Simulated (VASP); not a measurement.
OSZICAR of a VASP run on Cu (fcc):

OSZICAR:
```
       N       E                     dE             d eps       ncg     rms          rms(c)
DAV:   1     0.276836802032E+02    0.27684E+02   -0.58297E+03  4065   0.210E+03
DAV:   2    -0.128826490240E+02   -0.40566E+02   -0.38496E+02  3969   0.199E+02
DAV:   3    -0.133676428463E+02   -0.48499E+00   -0.48404E+00  4711   0.319E+01
DAV:   4    -0.133716901279E+02   -0.40473E-02   -0.40468E-02  4873   0.257E+00
DAV:   5    -0.133717469666E+02   -0.56839E-04   -0.56848E-04  4710   0.247E-01    0.783E+00
DAV:   6    -0.114234818960E+02    0.19483E+01   -0.27884E+01  4200   0.129E+02    0.568E+00
DAV:   7    -0.108362641976E+02    0.58722E+00   -0.57313E+00  4230   0.551E+01    0.525E-01
DAV:   8    -0.108329057987E+02    0.33584E-02   -0.12357E-01  4539   0.821E+00    0.929E-01
DAV:   9    -0.108249784141E+02    0.79274E-02   -0.14194E-01  5166   0.876E+00    0.625E-02
DAV:  10    -0.108259246678E+02   -0.94625E-03   -0.15834E-03  4675   0.566E-01    0.109E-01
DAV:  11    -0.108258995195E+02    0.25148E-04   -0.60909E-04  5624   0.477E-01    0.340E-02
DAV:  12    -0.108259231847E+02   -0.23665E-04   -0.37748E-04  4340   0.404E-01    0.256E-02
DAV:  13    -0.108259231992E+02   -0.14441E-07   -0.98606E-05  4395   0.202E-01    0.234E-03
DAV:  14    -0.108259255624E+02   -0.23633E-05   -0.63755E-07  4175   0.111E-02    0.225E-03
DAV:  15    -0.108259250907E+02    0.47170E-06   -0.12785E-06  4386   0.268E-02    0.267E-04
DAV:  16    -0.108259258567E+02   -0.76600E-06   -0.82157E-08  2488   0.417E-03    0.571E-04
DAV:  17    -0.108259256906E+02    0.16616E-06   -0.31909E-08  2047   0.381E-03    0.177E-04
DAV:  18    -0.108259256904E+02    0.16030E-09   -0.39708E-09  2036   0.985E-04
   1 F= -.10825926E+02 E0= -.10825926E+02  d E =0.000000E+00
       N       E                     dE             ncg
```

Q: Which electronic solver shows in the log?

A: It is blocked Davidson (ALGO = Normal, or the opening steps of other solvers). The INCAR had ALGO = Normal.

Q: Can the final energy be trusted as converged?

A: Self-consistency was reached. It stopped with EDIFF = 1E-7, NELM = 100 (r2SCAN meta-GGA, plane waves, VASP's PBE PAW potentials (set 64)).

The compound is Cu in the fcc structure. It was relaxed first.
